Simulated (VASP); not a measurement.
# KSrMg6: equation of state with PBE

The system is KSrMg6.

```xyz
8
Lattice="5.5662 0.0000 0.0000 0.0000 3.5204 6.1700 0.0000 -3.5204 6.1700" Properties=species:S:1:pos:R:3 pbc="T T T"
Sr    2.7831    0.0000    8.1586
K     0.0000    0.0000   10.3601
Mg    2.7831    0.0000    2.0410
Mg    2.7831    1.7065    5.1768
Mg    2.7831   -1.7065    5.1768
Mg    0.0000    0.0000    4.1108
Mg    0.0000    1.8115    7.1679
Mg    0.0000   -1.8115    7.1679
```

The cell comes from a database or a generator and needn't be the stable form of this composition.

```
Program             : VASP 6.6.1
Task                : equation of state
Functional          : PBE
Potentials or basis : VASP PAW PBE potentials, release 64 (Sr_sv, K_sv, Mg)
Cutoff              : 520 eV
k mesh              : 5 × 5 × 5
Occupations         : fermi-dirac, width 0.05 eV
Spin                : no spin polarisation
```

```json
{
  "Equilibrium volume": "30.14 Å³/atom",
  "Bulk modulus at fixed shape and positions": "21 GPa",
  "Pressure derivative of the bulk modulus": "4.0"
}
```

Energy against volume, from the lowest point:
| volume (Å³/atom) | energy (meV/atom) |
| --- | --- |
| 28.412 | 7.13 |
| 29.016 | 2.90 |
| 29.621 | 0.59 |
| 30.225 | 0.00 |
| 30.830 | 0.98 |
| 31.434 | 3.38 |
| 32.039 | 7.06 |

All runs of the series together: 14 min on 1 thread of AMD EPYC 9R45 96-Core Processor (Zen 5), with other jobs on the host.

Caveat: the cell was scaled at fixed shape and fractional positions, which overstates the stiffness of a crystal with free parameters, most of all of layers and chains.
